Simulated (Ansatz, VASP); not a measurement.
This is a calculation of LaMg6Si for Ansatz 0.2.0. The cell comes from a database or a generator and needn't be the stable form of this composition.

Contents of input.yaml:

```yaml
crystal:
  lattice:
    - [4.900206, 0.0, 0.0]
    - [0.0, 2.956118, 6.730494]
    - [0.0, -2.956118, 6.730494]
  atoms:
    - { symbol: La, position: [0.5, 0.197422, 0.197422] }
    - { symbol: Si, position: [0.5, 0.628858, 0.628858] }
    - { symbol: Mg, position: [0.0, 0.785082, 0.785082] }
    - { symbol: Mg, position: [0.0, 0.361911, 0.361911] }
    - { symbol: Mg, position: [0.0, 0.324391, 0.821137] }
    - { symbol: Mg, position: [0.0, 0.821137, 0.324391] }
    - { symbol: Mg, position: [0.5, 0.186853, 0.694342] }
    - { symbol: Mg, position: [0.5, 0.694342, 0.186853] }
hamiltonian:
  xc: lda
  pseudopotentials: { kind: paw }
kpoints:
  mp_grid: { grid: [6, 5, 5] }
scf:
  occupations: { method: gaussian, width: 0.02 }
output:
  forces: true
  stress: true
  eigenvalues: true
```

Potentials or basis: Ansatz PAW.

Command:

```console
$ ansatz run input.yaml --threads 4 --pin off --max-ram 11264MiB --backend cpu --events-out ev --progress --plain --runs-dir out
```

Q: Translate it to VASP 6.6.1. Potentials or basis there: LDA PAW files La, Mg, Si, 500 eV.

A: As run (cutoffs and basis follow the program's own potentials, and thresholds, step limits or extra output files can differ):

The input INCAR:

```
SYSTEM = LaMg6Si
PREC = Accurate
ENCUT = 500
EDIFF = 1E-6
ISMEAR = 0
SIGMA = 0.02
LREAL = .FALSE.
LASPH = .TRUE.
NELM = 60
ALGO = Fast
ISIF = 2
LWAVE = .FALSE.
LCHARG = .TRUE.
LELF = .TRUE.
LVHAR = .TRUE.
NBANDS = 24
```

KPOINTS

```
regular mesh
0
G
  6 5 5
  0 0 0
```

Contents of POSCAR:

```
LaMg6Si
1.0
    4.9002060000      0.0000000000      0.0000000000
    0.0000000000      2.9561180000      6.7304940000
    0.0000000000     -2.9561180000      6.7304940000
La Si Mg
1 1 6
Cartesian
    2.4501030000      0.0000000000      2.6574951729
    2.4501030000      0.0000000000      8.4650499917
    0.0000000000      0.0000000000     10.5679793810
    0.0000000000      0.0000000000      4.8716796281
    0.0000000000     -1.4684397920      7.7099693308
    0.0000000000      1.4684397920      7.7099693308
    2.4501030000     -1.5001973677      5.9308776603
    2.4501030000      1.5001973677      5.9308776603
```

Potentials or basis: VASP PAW LDA potentials, release 64 (La, Si, Mg).

Run with:

```console
$ cat potpaw_LDA.64/La/POTCAR potpaw_LDA.64/Si/POTCAR potpaw_LDA.64/Mg/POTCAR > POTCAR
$ mpirun -np 1 vasp_std > vasp.out
```

Both were run:

|  | Ansatz | VASP |
| --- | --- | --- |
| Pressure | -2.5 GPa | -2.8 GPa |
| Largest force | 0.058 eV/Å | 0.057 eV/Å |

Ansatz's pressure holds a Pulay term of +0.01 GPa for its cutoff of 420 eV, which the other run lacks.

The potentials hold 75 and 27 valence electrons a cell.

Ansatz's potentials were made for PBE.

Where Ansatz's input types no cutoff or centring, it takes its own default and a Γ-centred mesh.

The two programs' LDA may be different fits to the electron gas.

Pressure is positive in compression.
